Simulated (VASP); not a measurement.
Input:

```xyz
2
Lattice="1.2482 -2.1619 0.0000 1.2482 2.1619 0.0000 0.0000 0.0000 4.0252" Properties=species:S:1:pos:R:3 pbc="T T T"
Co     1.2482     0.7206     1.0063
Co     1.2482    -0.7206     3.0189
```
Starting moments (μB, in the order of the record's atoms Co Co): 1.6 1.6.

Calculation: optB86b-vdW, VASP's PBE PAW potentials (set 64) (plane waves; VASP 6.6.1). Settings: 520 eV cut-off, 17×17×9 Γ-centred mesh, first-order Methfessel-Paxton smearing of 0.10 eV, potentials Co.

Question: What does the run give for the cell moment, energy per atom (σ→0), pressure, band gap (on the k-mesh) with the smallest direct gap where there is one?

Answer: 
- band gap (on the k-mesh): none (metal, semimetal or under 0.01 eV)
- cell moment: 3.20 μB
- energy per atom (σ→0): -448.8 kJ/mol-atom
- pressure: -6.54 GPa

Question: Give the moment on each site (PAW-sphere projection).

Answer: 
```
site  moment (μB)
----  -----------
Co1          1.61
Co2          1.61
```

Only differences to runs with the same potentials and settings are physical.

The compound is Co in the hcp structure. This cell is one point of a volume scan, at 1.03 of the reference volume.
